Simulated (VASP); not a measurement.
Wanted: the native input for a VASP 6.6.1 run.

```yaml
Task: relaxation of the atoms
Functional: RPBE
Potentials_or_basis: VASP PAW PBE potentials, release 64 (F)
Cutoff: 520 eV
k_mesh: 1 × 1 × 1
Occupations: gaussian, width 0.02 eV
Spin: no spin polarisation
Further_INCAR_settings: ALGO = Normal; EDIFF = 1e-07; ISYM = 0; IBRION = 2; EDIFFG = -0.005; NSW = 90
```

The structure of F2 lies in POSCAR:

```
F
1.0
   10.0000000000      0.0000000000      0.0000000000
    0.0000000000     10.5000000000      0.0000000000
    0.0000000000      0.0000000000     11.0000000000
F
2
Direct
    0.5000000000      0.5000000000      0.4359090900
    0.5000000000      0.5000000000      0.5640909100
```

These files were run (other wordings do the same):

INCAR

```
ALGO     = Normal         # electronic algorithm
EDIFF    = 1E-7           # SCF threshold, eV
EDIFFG   = -0.005         # ionic threshold
ENCUT    = 520            # plane-wave cutoff, eV
GGA      = RP             # functional
IBRION   = 2              # ionic algorithm
ISIF     = 2              # what is computed and relaxed
ISMEAR   = 0              # smearing method
ISYM     = 0            
LASPH    = True           # aspherical terms in the spheres
LCHARG   = False          # write CHGCAR
LREAL    = False          # projectors in reciprocal space
LWAVE    = False          # write WAVECAR
NELM     = 100            # most SCF steps
NSW      = 90             # ionic steps
PREC     = Accurate       # precision mode
SIGMA    = 0.02           # smearing width, eV
```

KPOINTS

```
k-points
0
Gamma
  1 1 1
```

Potentials or basis: VASP PAW PBE potentials, release 64 (F).

The run is started by

```sh
$ cat potpaw_PBE.64/F/POTCAR > POTCAR
$ mpirun -np 1 vasp_std > vasp.out
```

Results of the run:

```yaml
Energy_gained_by_relaxing: 4.9 meV/atom
Ionic_steps: 3
Largest_force_after_relaxing: 0.004 eV/Å
Gap_between_the_frontier_levels: 3.37 eV
```

Caveat: the PAW data sets were made with another functional, which shifts forces and pressure a little.

It took 2.5 min on 1 thread of Intel(R) Xeon(R) 6975P-C (Granite Rapids), with other jobs on the host, peak memory 1 GiB.
